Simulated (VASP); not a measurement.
```yaml
crystal:
  lattice:
    - [5.81170, 0.00000, 0.00000]
    - [0.00000, 5.81170, 0.00000]
    - [0.00000, 0.00000, 5.81644]
  atoms:
    - { symbol: Al, position: [0.00000, 0.00000, 0.97133] }
    - { symbol: Al, position: [0.50000, 0.50000, 0.97133] }
    - { symbol: Al, position: [0.50000, 0.00000, 0.52867] }
    - { symbol: Al, position: [0.00000, 0.50000, 0.52867] }
    - { symbol: Sb, position: [0.25000, 0.25000, 0.25000] }
    - { symbol: Sb, position: [0.75000, 0.75000, 0.25000] }
    - { symbol: P, position: [0.75000, 0.25000, 0.75000] }
    - { symbol: P, position: [0.25000, 0.75000, 0.75000] }
```

All values below come from PBEsol GGA, VASP's PBE PAW potentials (set 64) (plane waves; VASP 6.6.1). Numerical set-up: 400 eV cut-off, 5×5×5 Γ-centred mesh, tetrahedra with Blöchl corrections, potentials Al Sb P.

The cores are frozen, which limits the accuracy of field gradients.

Task: Give the principal components of the electric field gradient (V/Å²) and the asymmetry η at each nucleus.

Result: 
```json
[
 {"atom": "Al1", "Vxx": "-2.0", "Vyy": "-0.1", "Vzz": "2.1", "η": "0.88"},
 {"atom": "Al2", "Vxx": "-2.0", "Vyy": "-0.1", "Vzz": "2.1", "η": "0.88"},
 {"atom": "Al3", "Vxx": "-2.0", "Vyy": "-0.1", "Vzz": "2.1", "η": "0.88"},
 {"atom": "Al4", "Vxx": "-2.0", "Vyy": "-0.1", "Vzz": "2.1", "η": "0.88"},
 {"atom": "Sb5", "Vxx": "-27.9", "Vyy": "-27.9", "Vzz": "55.8", "η": "0.00"},
 {"atom": "Sb6", "Vxx": "-27.9", "Vyy": "-27.9", "Vzz": "55.8", "η": "0.00"},
 {"atom": "P7", "Vxx": "8.4", "Vyy": "8.4", "Vzz": "-16.7", "η": "0.00"},
 {"atom": "P8", "Vxx": "8.4", "Vyy": "8.4", "Vzz": "-16.7", "η": "0.00"}
]
```

The structure was generated: Al4P2Sb2 was put into an ordered model structure (P-4m2), which need not be its known phase. It was relaxed first.
